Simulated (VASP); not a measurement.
A run of VASP 6.6.1 is set up as follows.

INCAR

```
SYSTEM = DyO
PREC = Accurate ; ENCUT = 520
EDIFF = 1E-6 ; ISMEAR = 0
SIGMA = 0.05 ; LREAL = .False.
LASPH = .True. ; NELM = 150
ALGO = Normal ; ISIF = 2
LWAVE = .False. ; LCHARG = .False.
ISPIN = 2 ; MAGMOM = 5 0
LORBIT = 11 ; NUPDOWN = 2
LMAXMIX = 6 ; LDAU = .True.
LDAUTYPE = 2 ; LDAUL = 3 -1
LDAUU = 8 0 ; LDAUJ = 0 0
LDAUPRINT = 1 ; GGA = CA
NBANDS = 24
```

The input KPOINTS:

```
regular mesh
0
Gamma
  6 6 6
  0 0 0
```

POSCAR

```
DyO
1.0
    0.0000000000      2.5261071900      2.5261071900
    2.5261071900      0.0000000000      2.5261071900
    2.5261071900      2.5261071900      0.0000000000
Dy O
1 1
Direct
    0.0000000000      0.0000000000      0.0000000000
    0.2500000000      0.2500000000      0.2500000000
```

Potentials or basis: VASP PAW PBE potentials, release 64 (Dy, O).

Run with:

```sh
$ cat potpaw_PBE.64/Dy/POTCAR potpaw_PBE.64/O/POTCAR > POTCAR
$ mpirun -np 1 vasp_std > vasp.out
```

Task: Estimate the pressure.

Result: 14.5 GPa.

Eigenvalues of the final occupation matrices:
```csv
site,spin,trace,eigenvalues
site 1 f,1,5.96,0.01 0.99 0.99 0.99 0.99 0.99 0.99
site 1 f,2,3.83,0.01 0.01 0.01 0.85 0.99 0.99 0.99
```

Caveat: the magnetic or orbital state may not be the lowest; the moment is held away from its start; the PAW data sets were made with another functional, which shifts forces and pressure a little; spin-orbit coupling is left out, which moves the levels of the heavy elements; the total moment is fixed, so each spin has its own Fermi level. The state reached can hang on the start; a lower one may exist.
